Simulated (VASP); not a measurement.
Wanted: the native input for a VASP 6.6.1 run.

| Quantity | Value |
| --- | --- |
| Task | single point |
| Functional | PBEsol |
| Potentials or basis | VASP PAW PBE potentials, release 64 (Ni) |
| Cutoff | 520 eV |
| k mesh | 20 × 20 × 20 |
| Occupations | gaussian, width 0.1 eV |
| Spin | collinear spin, ferromagnetic start |
| Starting moments | [0.8] μB |
| Further INCAR settings | ALGO = Normal; EDIFF = 1e-07; NBANDS = 15 |

The structure of Ni lies in POSCAR:

```
Ni                                      
1.0
    0.0000000000      1.7313979609      1.7313979609
    1.7313979609     -0.0000000000      1.7313979609
    1.7313979609      1.7313979609     -0.0000000000
  Ni            
     1
Direct
     0.0000000000000000    0.0000000000000000    0.0000000000000000
```

The input as run:

INCAR

```
SYSTEM = Ni
ALGO = Normal
EDIFF = 1E-7
ENCUT = 520
GGA = PS
ISIF = 2
ISMEAR = 0
ISPIN = 2
LASPH = .True.
LCHARG = .False.
LMAXMIX = 4
LORBIT = 11
LREAL = .False.
LWAVE = .False.
MAGMOM = 0.8
NBANDS = 15
NELM = 150
PREC = Accurate
SIGMA = 0.1
```

KPOINTS

```
k-points
0
Gamma
  20 20 20
  0 0 0
```

Potentials or basis: VASP PAW PBE potentials, release 64 (Ni).

Run with:

```sh
$ cat potpaw_PBE.64/Ni/POTCAR > POTCAR
$ mpirun -np 1 vasp_std > vasp.out
```

Results of the run:

- Pressure: 0.0 GPa
- Band gap on the k mesh: none (metal or under the smearing width)
- Net moment: 0.62 μB per cell
- Site moments: Ni +0.63 μB
- Valence electrons inside the program's atomic spheres: Ni 9.40

Caveat: the PAW data sets were made with another functional, which shifts forces and pressure a little.

Wall time 37 s on 1 thread of Intel(R) Xeon(R) 6975P-C (Granite Rapids) (shared host), peak memory 0.17 GiB.
